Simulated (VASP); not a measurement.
CsPbCl3:

```xyz
5
Lattice="5.6050 0.0000 0.0000 0.0000 5.6050 0.0000 0.0000 0.0000 5.6050" Properties=species:S:1:pos:R:3 pbc="T T T"
Cs    0.0000    0.0000    0.0000
Pb    2.8025    2.8025    2.8025
Cl    2.8025    2.8025    0.0000
Cl    0.0000    2.8025    2.8025
Cl    2.8025    0.0000    2.8025
```

| Item | Value |
| --- | --- |
| Program | VASP 6.6.1 |
| Task | relaxation of cell and atoms |
| Functional | LDA |
| Potentials or basis | VASP PAW LDA potentials, release 64 (Cs_sv, Pb_d, Cl) |
| Cutoff | 600 eV |
| k mesh | 6 × 6 × 6 |
| Occupations | gaussian, width 0.03 eV |
| Spin | no spin polarisation |

At the start: pressure -1.2 GPa; volume 35.22 Å³/atom.

Problem. How do energy, volume and symmetry change on relaxing?

Solution. Over 3 steps the energy falls by 5.6 meV/atom and the volume is 33.74 Å³/atom (-4.2 %); space group Pm-3m (No. 221, to 0.05 Å).

The path:
```tsv
step	energy change (eV)	largest force (eV/Å)	pressure (GPa)	volume (Å³)
1	0.0000	0.0000	-1.16	176.09
2	-0.0274	0.0000	-0.17	169.65
3	-0.0279	0.0000	-0.01	168.68
```

Final structure:
```yaml
crystal:
  lattice:
    - [5.52528, 0.00000, 0.00000]
    - [0.00000, 5.52528, 0.00000]
    - [0.00000, 0.00000, 5.52528]
  atoms:
    - { symbol: Cs, position: [0.00000, 0.00000, 0.00000] }
    - { symbol: Pb, position: [0.50000, 0.50000, 0.50000] }
    - { symbol: Cl, position: [0.50000, 0.50000, 0.00000] }
    - { symbol: Cl, position: [0.00000, 0.50000, 0.50000] }
    - { symbol: Cl, position: [0.50000, 0.00000, 0.50000] }
```
